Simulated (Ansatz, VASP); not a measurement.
**Two plane-wave programs on LaSi2Ir2 (lda)**

Contents of INCAR:

```
ALGO     = Normal         # electronic algorithm
EDIFF    = 1E-6           # SCF threshold, eV
ENCUT    = 520            # plane-wave cutoff, eV
GGA      = CA             # functional
ISIF     = 2              # what is computed and relaxed
ISMEAR   = 0              # smearing method
LASPH    = True           # aspherical terms in the spheres
LCHARG   = False          # write CHGCAR
LREAL    = False          # projectors in reciprocal space
LWAVE    = False          # write WAVECAR
NBANDS   = 26             # bands
NELM     = 100            # most SCF steps
PREC     = Accurate       # precision mode
SIGMA    = 0.1            # smearing width, eV
```

Contents of KPOINTS:

```
k-points
0
Gamma
  6 6 6
```

File POSCAR:

```
LaSi2Ir2
1.0
   -2.0470000000      2.0470000000      5.1240000000
    2.0470000000     -2.0470000000      5.1240000000
    2.0470000000      2.0470000000     -5.1240000000
La Si Ir
1 2 2
Direct
    0.0000000000      0.0000000000      0.0000000000
    0.3730000000      0.3730000000      0.0000000000
    0.6270000000      0.6270000000      0.0000000000
    0.7500000000      0.2500000000      0.5000000000
    0.2500000000      0.7500000000      0.5000000000
```

Input for Ansatz:

```yaml
crystal:
  lattice:
    - [-2.047, 2.047, 5.124]
    - [2.047, -2.047, 5.124]
    - [2.047, 2.047, -5.124]
  atoms:
    - { symbol: La, position: [0.0, 0.0, 0.0] }
    - { symbol: Si, position: [0.373, 0.373, 0.0] }
    - { symbol: Si, position: [0.627, 0.627, 0.0] }
    - { symbol: Ir, position: [0.75, 0.25, 0.5] }
    - { symbol: Ir, position: [0.25, 0.75, 0.5] }
basis:
  ecutwfc: 420
kpoints:
  mp_grid: { grid: [6, 6, 6] }
hamiltonian:
  xc: lda
scf:
  occupations: { method: gaussian, width: 0.1 }
output:
  forces: true
  stress: true
  eigenvalues: true
```

Alike in both runs: task single point; functional LDA; k mesh 6 × 6 × 6; occupations gaussian, width 0.1 eV; no spin polarisation.

```csv
,VASP,Ansatz
version,VASP 6.6.1,Ansatz 0.2.0
potentials or method,"VASP PAW LDA potentials, release 64 (La, Si, Ir)","scalar-relativistic, plane waves, PAW"
plane-wave cutoff (eV),520,420
valence electrons in the cell,37,53
```

|  | VASP | Ansatz | Ansatz less VASP |
| --- | --- | --- | --- |
| gap on the k mesh at the Fermi level (eV) | none | none | - |
| pressure (GPa) | -1.9 | -2.7 | -0.74 |
| largest component of the traceless stress (GPa) | 0.30 | 0.06 | -0.243 |
| rms of the force components (eV/Å) | 0.006 | 0.043 | +0.0370 |

Atom by atom the forces differ by 0.037 eV/Å (rms over components). A gap of «none» marks a metal or a gap that the smearing closes. The two sets of potentials don't hold the same shells in valence.

Caveats: the k mesh is coarse (spacing up to 0.36 Å⁻¹), so the values aren't converged. The runs have no spin-orbit coupling, so splittings on Ir, La are missing.
